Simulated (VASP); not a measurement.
Output of a VASP run:

File OSZICAR:
```
       N       E                     dE             d eps       ncg     rms          rms(c)
DAV:   1     0.110817806189E+03    0.11082E+03   -0.80866E+03  3516   0.122E+03
DAV:   2    -0.139142531248E+02   -0.12473E+03   -0.12291E+03  3542   0.362E+02
DAV:   3    -0.216362696022E+02   -0.77220E+01   -0.73526E+01  5510   0.713E+01
DAV:   4    -0.217742497031E+02   -0.13798E+00   -0.13732E+00  5016   0.995E+00
DAV:   5    -0.217775140128E+02   -0.32643E-02   -0.32631E-02  5006   0.156E+00    0.947E+00
DAV:   6    -0.208196066878E+02    0.95791E+00   -0.47471E+00  5862   0.259E+01    0.342E+00
DAV:   7    -0.207577610901E+02    0.61846E-01   -0.95609E-02  4236   0.260E+00    0.191E+00
DAV:   8    -0.207304081298E+02    0.27353E-01   -0.42012E-02  5304   0.168E+00    0.223E-01
DAV:   9    -0.207299648302E+02    0.44330E-03   -0.35477E-03  4394   0.458E-01    0.930E-02
DAV:  10    -0.207299073223E+02    0.57508E-04   -0.24158E-04  5434   0.159E-01    0.808E-02
DAV:  11    -0.207299053707E+02    0.19516E-05   -0.33318E-05  4510   0.569E-02    0.412E-02
DAV:  12    -0.207298973381E+02    0.80326E-05   -0.24471E-05  4478   0.350E-02    0.378E-03
DAV:  13    -0.207298973175E+02    0.20571E-07   -0.12991E-06  4866   0.108E-02    0.392E-03
DAV:  14    -0.207298974250E+02   -0.10748E-06   -0.55614E-08  3134   0.306E-03    0.119E-03
DAV:  15    -0.207298974089E+02    0.16099E-07   -0.25084E-08  2836   0.282E-03
   1 F= -.20729897E+02 E0= -.20729423E+02  d E =-.142464E-02
```

OUTCAR:
```
------------------------ aborting loop because EDIFF is reached ----------------------------------------
  FORCE on cell =-STRESS in cart. coord.  units (eV):
  Direction    XX          YY          ZZ          XY          YZ          ZX
  --------------------------------------------------------------------------------------
  Total        0.1401507      0.1455044      0.1014386      0.0000000      0.0000000      0.0000000
  in kB        3.3268643      3.4539490      2.4079253      0.0000000      0.0000000      0.0000000
  external PRESSURE =       3.0629128 kB  Pullay stress =       0.0000000 kB
  volume of cell :       67.49
      direct lattice vectors                 reciprocal lattice vectors
     4.071523598  0.000000000  0.000000000     0.245608303  0.000000000  0.000000000
     0.000000000  4.071523598  0.000000000     0.000000000  0.245608303  0.000000000
     0.000000000  0.000000000  4.071523598     0.000000000  0.000000000  0.245608303
 POSITION                                       TOTAL-FORCE (eV/Angst)
 -----------------------------------------------------------------------------------
      0.00000      0.00000      0.00000        -0.440742      0.000000      0.000000
      0.00000      2.03576      2.03576        -0.197379      0.000000      0.000000
      2.03576      0.00000      2.03576        -0.016438      0.000000      0.000000
      1.93576      2.03576      0.00000         0.654559      0.000000      0.000000
 -----------------------------------------------------------------------------------
    total drift:                               -0.000006     -0.000000      0.000000
  FREE ENERGIE OF THE ION-ELECTRON SYSTEM (eV)
  ---------------------------------------------------
  free  energy   TOTEN  =       -20.7298974089 eV

  energy  without entropy=      -20.7284727720  energy(sigma->0) =      -20.72942253
```
(Selected blocks of OUTCAR.)

POSCAR:
```
Al3Sc
1
    4.0715235982     0.0000000000     0.0000000000
    0.0000000000     4.0715235982     0.0000000000
    0.0000000000     0.0000000000     4.0715235982
Sc Al
1 3
Direct
  0.0000000000   0.0000000000   0.0000000000
  0.0000000000   0.5000000000   0.5000000000
  0.5000000000   0.0000000000   0.5000000000
  0.4754391697   0.5000000000   0.0000000000
```

Problem. Write an INCAR and KPOINTS that could have produced this output.

Solution. Several could match; the one computed here: the input of the run itself, PBEsol GGA, plane waves, VASP's PBE PAW potentials (set 64).

KPOINTS:
```
Automatic mesh
0
Gamma
8 8 8
0 0 0
```

### INCAR
```
SYSTEM = Al3Sc
PREC = Accurate; ENCUT = 480; LREAL = F
LASPH = T
EDIFF = 1E-7; NELM = 100; ALGO = Normal
LMAXMIX = 4
ISMEAR = 1; SIGMA = 0.1
GGA = PS
ISIF = 2
LWAVE = F; LCHARG = F
```

POTCAR, in this order: Sc_sv Al (PBE.64 set). Program: vasp_std.

The compound is Al3Sc in the L1_2 structure. This cell was strained or had an atom moved on purpose.
